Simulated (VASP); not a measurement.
Here is the system:

```xyz
1
Lattice="-2.2900 2.2900 2.2900 2.2900 -2.2900 2.2900 2.2900 2.2900 -2.2900" Properties=species:S:1:pos:R:3 pbc="T T T"
Eu     0.0000     0.0000     0.0000
```

Calculation: revPBE GGA, VASP's PBE PAW potentials (set 64) (plane waves; VASP 6.6.1). Settings: 520 eV cut-off, 10×10×10 Γ-centred mesh, first-order Methfessel-Paxton smearing of 0.10 eV, potentials Eu_2.

The 4f electrons are frozen in the core of the lanthanide potential, so 4f levels, which can set the real gap, and their magnetism are missing.

Problem. The ions, cell shape and volume are relaxed. Give the cell that the relaxation ends in.

Solution. 
```xyz
1
Lattice="-2.2765 2.2765 2.2765 2.2765 -2.2765 2.2765 2.2765 2.2765 -2.2765" Properties=species:S:1:pos:R:3 pbc="T T T"
Eu     0.0000     0.0000     0.0000
```
Space group Im-3m (229), at a tolerance of 0.03 Å.

Problem. How do energy and volume change from the first to the last step?

Solution. The energy (σ→0) changes by -0.6 meV/atom and the volume by -1.8 %, in 3 ionic steps.

The compound is Eu in the bcc structure. This run relaxes it. Symmetry was kept, so distortions that lower it aren't found.
